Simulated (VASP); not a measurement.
```yaml
crystal:
  lattice:
    - [1.78864, -3.09801, 0.00000]
    - [1.78864, 3.09801, 0.00000]
    - [0.00000, 0.00000, 4.73931]
  atoms:
    - { symbol: Pt, position: [0.00000, 0.00000, 0.00000] }
    - { symbol: S, position: [0.33333, 0.66667, 0.25480] }
    - { symbol: S, position: [0.66667, 0.33333, 0.74520] }
```

Level of theory: PBE GGA with D4 dispersion, VASP's PBE PAW potentials (set 64) (plane waves; VASP 6.6.1). Settings: 520 eV cut-off, 8×8×5 Γ-centred mesh, tetrahedra with Blöchl corrections, potentials Pt S.

The cores are frozen, which limits the accuracy of field gradients.

**Question.** Give the principal components of the electric field gradient (V/Å²) and the asymmetry η at each nucleus.

**Answer.** 
| atom | Vxx | Vyy | Vzz | η |
|---|---|---|---|---|
| Pt1 | -73.7 | -73.7 | 147.4 | 0.00 |
| S2 | 23.9 | 23.9 | -47.7 | 0.00 |
| S3 | 23.9 | 23.9 | -47.7 | 0.00 |

The compound is PtS2 in the 1T layered structure. It was relaxed first.
